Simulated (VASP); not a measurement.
Output of a VASP run:

File OSZICAR:
```
       N       E                     dE             d eps       ncg     rms          rms(c)
DAV:   1     0.392440853324E+03    0.39244E+03   -0.17850E+04  1664   0.134E+03
DAV:   2     0.192347228963E+02   -0.37321E+03   -0.37009E+03  1881   0.399E+02
DAV:   3    -0.193787051225E+02   -0.38613E+02   -0.37857E+02  2055   0.140E+02
DAV:   4    -0.208713714046E+02   -0.14927E+01   -0.14769E+01  1858   0.277E+01
DAV:   5    -0.209500349962E+02   -0.78664E-01   -0.78415E-01  2282   0.483E+00    0.523E+00
DAV:   6    -0.201416704108E+02    0.80836E+00   -0.36144E+00  1916   0.921E+00    0.349E+00
DAV:   7    -0.201434006398E+02   -0.17302E-02   -0.45264E-01  1685   0.307E+00    0.161E+00
DAV:   8    -0.201528540561E+02   -0.94534E-02   -0.84945E-02  2037   0.171E+00    0.565E-01
DAV:   9    -0.201516393948E+02    0.12147E-02   -0.18014E-02  1968   0.690E-01    0.184E-01
DAV:  10    -0.201520400149E+02   -0.40062E-03   -0.29468E-03  1681   0.273E-01    0.619E-02
DAV:  11    -0.201521491125E+02   -0.10910E-03   -0.25178E-04  2113   0.103E-01    0.326E-02
DAV:  12    -0.201521682359E+02   -0.19123E-04   -0.12060E-04  1975   0.723E-02    0.117E-02
DAV:  13    -0.201521671830E+02    0.10529E-05   -0.52634E-05  2018   0.510E-02    0.472E-03
DAV:  14    -0.201521673042E+02   -0.12114E-06   -0.39679E-06  1405   0.109E-02
   1 F= -.20152167E+02 E0= -.20152167E+02  d E =-.533406E-33
```

### OUTCAR
```
------------------------ aborting loop because EDIFF is reached ----------------------------------------
  FORCE on cell =-STRESS in cart. coord.  units (eV):
  Direction    XX          YY          ZZ          XY          YZ          ZX
  --------------------------------------------------------------------------------------
  Total        2.6097257      2.6097267      2.5278736      0.0000000     -0.0000001      0.0000000
  in kB       28.9583140     28.9583252     28.0500586      0.0000000     -0.0000010      0.0000000
  external PRESSURE =      28.6555659 kB  Pullay stress =       0.0000000 kB
  volume of cell :      144.39
      direct lattice vectors                 reciprocal lattice vectors
     2.061106000  1.189980000  9.811622000     0.242588203  0.140058337  0.033973321
    -2.061106000  1.189980000  9.811622000    -0.242588203  0.140058337  0.033973321
     0.000000000 -2.379961000  9.811622000     0.000000000 -0.280116674  0.033973306
 POSITION                                       TOTAL-FORCE (eV/Angst)
 -----------------------------------------------------------------------------------
      0.00000     -0.00000     11.72803         0.000000      0.000000     -0.143817
      0.00000     -0.00000     17.70684         0.000000     -0.000000      0.143817
      0.00000      0.00000      0.00000         0.000000     -0.000000     -0.000000
      0.00000     -0.00000      6.34960         0.000000      0.000000     -0.365839
      0.00000     -0.00000     23.08527         0.000000     -0.000000      0.365839
 -----------------------------------------------------------------------------------
    total drift:                                0.000000      0.000000     -0.000000
  FREE ENERGIE OF THE ION-ELECTRON SYSTEM (eV)
  ---------------------------------------------------
  free  energy   TOTEN  =       -20.1521673042 eV

  energy  without entropy=      -20.1521673042  energy(sigma->0) =      -20.15216730
```
(Selected blocks of OUTCAR.)

**POSCAR**
```
Bi2Se3
1
    2.0611060000     1.1899800000     9.8116220000
   -2.0611060000     1.1899800000     9.8116220000
    0.0000000000    -2.3799610000     9.8116220000
Bi Se
2 3
Direct
  0.3984400000   0.3984400000   0.3984400000
  0.6015600000   0.6015600000   0.6015600000
  0.0000000000   0.0000000000   0.0000000000
  0.2157170000   0.2157170000   0.2157170000
  0.7842830000   0.7842830000   0.7842830000
```

Reconstruct the remaining input files.

One answer among several that fit: the input of the run itself, PBE GGA, plane waves, VASP's PBE PAW potentials (set 64).

**INCAR**
```
! general
SYSTEM   =  Bi2Se3
PREC     =  Accurate
ENCUT    =  300   ! plane-wave cut-off (eV)
LREAL    =  .FALSE.   ! projection in real space or not
LASPH    =  .TRUE.   ! aspherical one-centre terms
NBANDS   =  25

! electronic loop
EDIFF    =  1E-6
NELM     =  100
ALGO     =  Normal   ! blocked Davidson
LMAXMIX  =  4   ! l cut-off of mixed one-centre charges

! smearing
ISMEAR   =  0   ! Gaussian
SIGMA    =  0.02

! functional
GGA      =  PE   ! PBE

! ions
ISIF     =  2   ! forces and stress, cell fixed

! output
LWAVE    =  .FALSE.
LCHARG   =  .FALSE.
```

### KPOINTS
```
Automatic mesh
0
Gamma
6 6 6
0 0 0
```

POTCAR, in this order: Bi_d Se (PBE.64 set). Program: vasp_std.

At this cut-off the stress carries a Pulay error, which pulls relaxed volumes low.

The structure comes from a computed database's Bi2Se3 entry; how it stands against other phases isn't given here. The cell was not relaxed at this level. The run is one of a series of settings (NBANDS = 25 against the base run), some of them coarse on purpose.
